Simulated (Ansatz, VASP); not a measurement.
# Cross-check of Mg (Magnesium) between VASP and Ansatz

Aim: how closely do two programs agree when they are given the same cell, functional and k mesh? The structure shown comes from an earlier Ansatz run, which isn't shown and may have moved the atoms alone.

Method: plane waves, with VASP 6.6.1 beside it; elastic constants at PBEsol, in Ansatz 0.2.0.

### 1. The starting structure

Symmetry: P6_3/mmc, No. 194, hexagonal system. Conventional cell: a = 3.179 Å, b = 3.179 Å, c = 5.156 Å, α = 90.00°, β = 90.00°, γ = 120.00°. Nearest to Mg lie 12 Mg at 3.16 to 3.18 Å.

### 2. Ansatz: elastic constants, PBEsol

Ansatz runs on its default PAW (the set named soft_2) files.

Elastic constants are differences of stresses under small strains, so they test the stress and the mesh.

input.yaml reads:

```yaml
crystal:
  lattice:
    - [3.1792900895, 0.0, 0.0]
    - [-1.5896450447, 2.7533459835, 0.0]
    - [0.0, 0.0, 5.1564123077]
  atoms:
    - { symbol: Mg, position: [0.3333333333, 0.6666666667, 0.25] }
    - { symbol: Mg, position: [0.6666666667, 0.3333333333, 0.75] }
kpoints:
  mp_grid: { grid: [18, 18, 10] }
hamiltonian:
  xc: pbesol
scf:
  occupations: { method: fermi_dirac, width: 0.15 }
output:
  forces: true
  stress: true
  eigenvalues: true
elastic:
  mode: relaxed_ion
  amplitude: 0.01
basis:
  ecutwfc: 550
```

Started as:

```
$ ansatz run input.yaml --threads 8 --pin off --max-ram 14336MiB --backend cpu --events-out ev --progress --plain --runs-dir out
```

Numbers of over 12 decimals in the logs are rounded to 6 here.

The program printed:

```text
band count auto-derived: 15 (N_el = 20.0; filled up to band 10; 14 by the electrons, moments and atoms)
Engine: ansatz 0.2.0, x86_64-unknown-linux-gnu
Pseudopotentials: kind: paw
Pseudopotential: Mg, paw, valence charge 10, recommended cutoff 420 eV (normal), Mg.paw.azcp
Functional definition: PBEsol
  exchange = pbesol_x
  correlation = pbesol_c
Crystal: 2 atoms, lattice volume = 45.138 Å³
Basis set: ecut = 550 eV, 1315 PW (Γ), exchange–correlation on 50×50×90 points (8 copies of the dense FFT grid, shifted against one another)
Bands: 15, of which v1, the nominal top of the filled ones, is band 10 counted from 1 (9 counted from 0)
Symmetry: 24 space group operations
Space group: P63/mmc (ITA 194), of the structure as read, at distance tolerance 3.6e-5 Å
k-points: 222 of 3240
Non-local potential: Mg, projectors of the file, l = 0: 3, l = 1: 2, l = 2: 1
PAW form: soft (Blöchl's): semilocal exchange-correlation on the pseudo side does not see the compensation charge
PAW frozen core: Mg, regenerated for the run's functional, and the local potential with it (the file was generated under x = pbe(κ = 0.804, μ = 0.219515), c = pbe(β = 0.066725))
PAW one-centre angular grid: Mg, 110 points (default); XC on 64 Gauss nodes
Initial density: superposition of atomic densities (neutral atoms: chi_scale 0, normalization atom), corrected by the library's trained network
Initial wavefunctions: pseudopotential atomic-orbital guess
Functional: x = pbesol(κ = 0.804, μ = 0.123457), c = pbesol(β = 0.046)
SCF iter   1: F=—  HF=-3824.134203 eV  |F-HF|=—  |Δ(HF+E_count)|=         —  Δρ=2.06e-3  dr2=8.94e-4  ethr=1.77e-3  ⟨swp⟩=5.0  Hψ=16616  notcnv=0
preconditioner: auto → none  [metal: Δε(μ)=0.029 eV  Ē_g=7.744 eV  σ=0.150 eV  W_gap=0.05  n_scr=8 (ndim 8)  ℏωp=11.1 eV  f_vac=0.000  D(μ)=0.82/eV (n_scr^D=2)  sad-step TF]
SCF iter   2: F=—  HF=-3824.132977 eV  |F-HF|=—  |Δ(HF+E_count)|=   1.23e-3  Δρ=9.21e-4  dr2=2.42e-4  ethr=4.47e-6  ⟨swp⟩=2.3  Hψ=7251  notcnv=0
SCF iter   3: F=—  HF=-3824.132880 eV  |F-HF|=—  |Δ(HF+E_count)|=   9.66e-5  Δρ=1.41e-4  dr2=8.11e-6  ethr=1.21e-6  ⟨swp⟩=2.0  Hψ=5402  notcnv=0
SCF iter   4: F=—  HF=-3824.132885 eV  |F-HF|=—  |Δ(HF+E_count)|=   5.01e-6  Δρ=4.21e-5  dr2=2.89e-7  ethr=4.06e-8  ⟨swp⟩=2.0  Hψ=5323  notcnv=0
SCF iter   5: F=—  HF=-3824.132885 eV  |F-HF|=—  |Δ(HF+E_count)|=   3.86e-7  Δρ=8.85e-6  dr2=1.32e-8  ethr=1.45e-9  ⟨swp⟩=2.0  Hψ=5398  notcnv=0
SCF iter   6: F=—  HF=-3824.132885 eV  |F-HF|=—  |Δ(HF+E_count)|=   1.37e-8  Δρ=1.42e-7  dr2=5.17e-12  ethr=6.61e-11  ⟨swp⟩=2.0  Hψ=5420  notcnv=0
SCF iter   7: F=—  HF=-3824.132885 eV  |F-HF|=—  |Δ(HF+E_count)|=  1.77e-11  Δρ=2.83e-8  dr2=1.17e-13  ethr=2.58e-14 (applied; sched 1.00e-12)  ⟨swp⟩=2.6  Hψ=4568  notcnv=0  defer=14
SCF iter   8: F=-3824.132885 eV  HF=-3824.132885 eV  |F-HF|=0.00e0  |Δ(HF+E_count)|=  1.82e-12  Δρ=2.64e-9  dr2=1.16e-15  ethr=1.00e-12  ⟨swp⟩=4.2  Hψ=9786  notcnv=0
SCF 1 converged in 8 iterations: F = -3824.132885 eV  dr2 = 1.16e-15
  greatest PAW one-centre occupation: 1.000 electrons in one spin orbital (limit 2), on the Mg atom at site 1 (counted from 0), in its partial waves of l = 0
Crystal: 2 atoms, lattice volume = 44.235 Å³
Basis set: ecut = 550 eV, 1301 PW (Γ), exchange–correlation on 50×50×90 points (8 copies of the dense FFT grid, shifted against one another)
Symmetry: 8 space group operations
k-points: 546 of 3240
Initial density: handed on by an earlier stage of this run
Initial wavefunctions: pseudopotential atomic-orbital guess (no wavefunctions were taken with the density)
iter 1 solved again at ethr=8.24e-4 eV; its pass at ethr=3.10e-3 eV (dr2=1.65e-1 eV) is discarded
SCF iter   1: F=—  HF=-3824.108544 eV  |F-HF|=—  |Δ(HF+E_count)|=         —  Δρ=3.94e-2  dr2=1.66e-1  ethr=8.24e-4  ⟨swp⟩=1.0  Hψ=53233  notcnv=0
preconditioner: auto → none  [metal: Δε(μ)=0.004 eV  Ē_g=7.851 eV  σ=0.150 eV  W_gap=0.01  n_scr=8 (ndim 8)  ℏωp=11.2 eV  f_vac=0.000  D(μ)=0.81/eV (n_scr^D=2)]
SCF iter   2: F=—  HF=-3824.118122 eV  |F-HF|=—  |Δ(HF+E_count)|=   9.58e-3  Δρ=1.75e-2  dr2=2.91e-2  ethr=8.24e-4  ⟨swp⟩=3.0  Hψ=14331  notcnv=0
SCF iter   3: F=—  HF=-3824.128486 eV  |F-HF|=—  |Δ(HF+E_count)|=   1.04e-2  Δρ=2.20e-3  dr2=3.94e-4  ethr=1.46e-4  ⟨swp⟩=2.7  Hψ=14111  notcnv=0
SCF iter   4: F=—  HF=-3824.128820 eV  |F-HF|=—  |Δ(HF+E_count)|=   3.35e-4  Δρ=1.44e-4  dr2=4.14e-6  ethr=1.97e-6  ⟨swp⟩=2.0  Hψ=13696  notcnv=0
SCF iter   5: F=—  HF=-3824.128826 eV  |F-HF|=—  |Δ(HF+E_count)|=   5.53e-6  Δρ=6.12e-6  dr2=4.82e-9  ethr=2.07e-8  ⟨swp⟩=2.1  Hψ=13804  notcnv=0
SCF iter   6: F=—  HF=-3824.128826 eV  |F-HF|=—  |Δ(HF+E_count)|=   1.98e-7  Δρ=4.56e-7  dr2=4.33e-11  ethr=2.41e-11  ⟨swp⟩=2.0  Hψ=13864  notcnv=0
SCF iter   7: F=—  HF=-3824.128826 eV  |F-HF|=—  |Δ(HF+E_count)|=  9.55e-12  Δρ=2.49e-8  dr2=1.20e-13  ethr=2.17e-13 (applied; sched 1.00e-12)  ⟨swp⟩=2.3  Hψ=14012  notcnv=0
[...]
SCF iter   4: F=—  HF=-3824.131854 eV  |F-HF|=—  |Δ(HF+E_count)|=   1.94e-5  Δρ=4.89e-5  dr2=4.29e-7  ethr=6.20e-8  ⟨swp⟩=2.0  Hψ=21943  notcnv=0
SCF iter   5: F=—  HF=-3824.131854 eV  |F-HF|=—  |Δ(HF+E_count)|=   1.95e-8  Δρ=5.86e-6  dr2=2.10e-8  ethr=2.14e-9  ⟨swp⟩=2.0  Hψ=21668  notcnv=0
[...]
iter 1 solved again at ethr=1.00e-12 eV; its pass at ethr=3.10e-3 eV (dr2=9.18e-13 eV) is discarded
SCF iter   1: F=—  HF=-3824.131852 eV  |F-HF|=—  |Δ(HF+E_count)|=         —  Δρ=1.07e-7  dr2=1.00e-12  ethr=1.00e-12  ⟨swp⟩=1.0  Hψ=78975  notcnv=0
SCF iter   2: F=—  HF=-3824.131856 eV  |F-HF|=—  |Δ(HF+E_count)|=   3.90e-6  Δρ=4.26e-8  dr2=1.98e-13  ethr=5.02e-15 (applied; sched 1.00e-12)  ⟨swp⟩=3.0  Hψ=31030  notcnv=0
SCF iter   3: F=-3824.131856 eV  HF=-3824.131856 eV  |F-HF|=1.82e-12  |Δ(HF+E_count)|=  1.36e-12  Δρ=2.75e-8  dr2=6.68e-14  ethr=1.00e-12  ⟨swp⟩=3.7  Hψ=34956  notcnv=0
SCF 39 converged in 3 iterations: F = -3824.131856 eV  dr2 = 6.68e-14
SCF converged after 8 iterations
Free energy (F): -3824.132885 eV
Harris-Foulkes:  -3824.132885 eV  (|F-HF|=0.00e0)
Internal energy: -3824.072180 eV  (E = F + TS)
E sigma→0 (E₀):  -3824.102532 eV
Entropy (-TS):   -0.060705 eV (-30.353 meV/atom)
Fermi energy:    5.747435 eV
--- Per-component energies (eV) ---
  E_band       = -709.378056
  E_kinetic    = 149.964589
  E_local      = -3227.456758  (includes V_loc(G=0)·N_el)
  E_nonlocal   = 192.727616
  E_hartree    = 1151.098647
  E_xc         = -56.345522
  E_vxc        = -73.052853  (∫ρ·V_xc dr)
  E_paw        = -562.542130  (= ΣΔE_a)
  E_vpaw       = -53.757938  (= ΣTr[D̂ρ^β])
  E_aug_tail   = -0.000006  (compensation charges beyond the density's cutoff)
  E_ewald      = -1471.636342
  E_core_change = 0.117725  (= ΣΔE_core)
  E_smearing   = -0.060705  (= −TS)
  E_closure    = 0.000000  (closes the sum)
  Σ components = -3824.132885   (vs F -3824.132885, Δ=0.00e0)
--- Forces (eV/Å), atoms counted from 1 ---
  atom   1  Mg    -0.00000000     0.00000000     0.00000000
  atom   2  Mg    -0.00000000    -0.00000000    -0.00000000
  max |Σ_I F_I| component: 2.31e-17 eV/Å
--- Stress (GPa, compression-positive) ---
       -0.008347      -0.000000       0.000000
        0.000000      -0.008347       0.000000
        0.000000       0.000000       0.004094
  P = ⅓ Tr σ = -0.0042 GPa (-0.042 kbar)
--- Band table (eV; the first three rows and the last of 222) ---
  k-point 0: bands = [... 6 lower, -36.8030, -36.8030, -1.2558, 4.0442, 4.5164, 16.7701, 16.7701, 16.9115, ... 1 higher]
  k-point 1: bands = [... 6 lower, -36.8031, -36.8031, -1.1989, 3.2264, 5.4320, 16.8147, 16.8147, 16.9492, ... 1 higher]
  k-point 2: bands = [... 6 lower, -36.8035, -36.8035, -1.0283, 2.3107, 6.6411, 15.6644, 16.9457, 16.9457, ... 1 higher]
  k-point 221: bands = [... 6 lower, -36.8106, -36.8106, 5.9435, 5.9435, 6.4076, 6.4076, 7.3354, 7.3354, ... 1 higher]
--- Elastic constants: 3 strain directions × 4 members + reference (group order 24) ---
  dense FFT box of the reference and of every strained cell: 25×25×45
  strains applied: 11, 33, 23; error gains: componentwise 1.00 (the most a stress slope's error grows in a printed constant), spectral 1.41 (1 for all six strains in a standard setting)
  C = ∂σ_k/∂η_j (tension-positive GPa; Voigt order 11 22 33 23 13 12):
        65.246     25.146     21.328     -0.000     -0.000      0.000
        25.146     65.246     21.328      0.000      0.000     -0.000
        21.342     21.342     67.125      0.000      0.000     -0.000
        -0.000      0.000     -0.000     18.232     -0.000      0.000
        -0.000      0.000      0.000      0.000     18.232     -0.000
        -0.000     -0.000     -0.000      0.000      0.000     20.050
  reference stress σ⁰ (GPa):      0.008      0.008     -0.004     -0.000     -0.000      0.000
  C* (energy form; C + prestress term) asymmetry max|C*_kj − C*_jk| = 1.737e-3 GPa — a small one proves nothing (zero by symmetry where the batch's group is 432, −43m or m−3m); a large one is finite-difference/SCF noise where every solve meets its electron count
  moduli (Voigt/Reuss/Hill, GPa): K = 37.03/37.02/37.02   G = 19.96/19.80/19.88   E = 50.58   ν = 0.272
  mechanically stable: yes (min eigenvalue of sym C = 18.23 GPa)
  strain η (Voigt 11):  stress-route row diagonal C_11 = 65.25 GPa, energy-path curvature d²(F+E_count+ΔE)/dδ²/Ω₀ = 65.25 GPa
    cells at ±δ against ±2δ: C21 25.18 and 25.29 GPa, apart by 0.16 % of the column's largest entry
         δ    σ_11 (GPa)             F (eV)   n_scf  n_hpsi   n_pw
    -2.000e-2      -1.4147       -3824.1290353       3   98469   1316   relax 5 steps, max|allowed force component| 4.34e-9 eV/Å
    -1.000e-2      -0.6732       -3824.1319619       3   98973   1328   relax 3 steps, max|allowed force component| 3.84e-6 eV/Å
     1.000e-2       0.6322       -3824.1319690       4  108235   1358   relax 3 steps, max|allowed force component| 3.91e-6 eV/Å
     2.000e-2       1.1990       -3824.1293762       4  122676   1367   relax 2 steps, max|allowed force component| 2.58e-5 eV/Å
  strain η (Voigt 33):  stress-route row diagonal C_33 = 67.13 GPa, energy-path curvature d²(F+E_count+ΔE)/dδ²/Ω₀ = 67.12 GPa
    cells at ±δ against ±2δ: C33 67.25 and 67.61 GPa, apart by 0.54 % of the column's largest entry
         δ    σ_33 (GPa)             F (eV)   n_scf  n_hpsi   n_pw
    -2.000e-2      -1.4505       -3824.1288913       6   57991   1314   relax 0 steps, max|allowed force component| 3.24e-17 eV/Å
    -1.000e-2      -0.6995       -3824.1319054       4   50781   1328   relax 0 steps, max|allowed force component| 4.86e-17 eV/Å
     1.000e-2       0.6454       -3824.1319713       4   49083   1359   relax 0 steps, max|allowed force component| 1.85e-17 eV/Å
     2.000e-2       1.2539       -3824.1292864       5   49577   1374   relax 0 steps, max|allowed force component| 2.31e-18 eV/Å
  strain η (Voigt 23):  stress-route row diagonal C_44 = 18.23 GPa, energy-path curvature d²(F+E_count+ΔE)/dδ²/Ω₀ = 18.23 GPa
    cells at ±δ against ±2δ: C44 18.24 and 18.27 GPa, apart by 0.16 % of the column's largest entry
         δ    σ_23 (GPa)             F (eV)   n_scf  n_hpsi   n_pw
    -2.000e-2      -0.3654       -3824.1318562       3  157081   1342   relax 4 steps, max|allowed force component| 1.21e-5 eV/Å
    -1.000e-2      -0.1824       -3824.1326279       3  157171   1342   relax 3 steps, max|allowed force component| 1.63e-6 eV/Å
     1.000e-2       0.1824       -3824.1326279       3  157136   1342   relax 3 steps, max|allowed force component| 3.66e-7 eV/Å
     2.000e-2       0.3654       -3824.1318562       3  157099   1342   relax 3 steps, max|allowed force component| 1.26e-7 eV/Å
```

(Continued in part 2 of 2.)

[Lines on the potential files, build, host, timing and source positions are cut from VASP's logs without a mark.]

[Logs are printed without paths, hosts, clocks, repeated set-up lines and the standing remarks that a program may print on its own settings, such as how far it seeks lower states.]

[Hosts, paths, dates, database ids (printed as entryN), source tags and the programs' standing remarks are cut or masked in the printed files.]
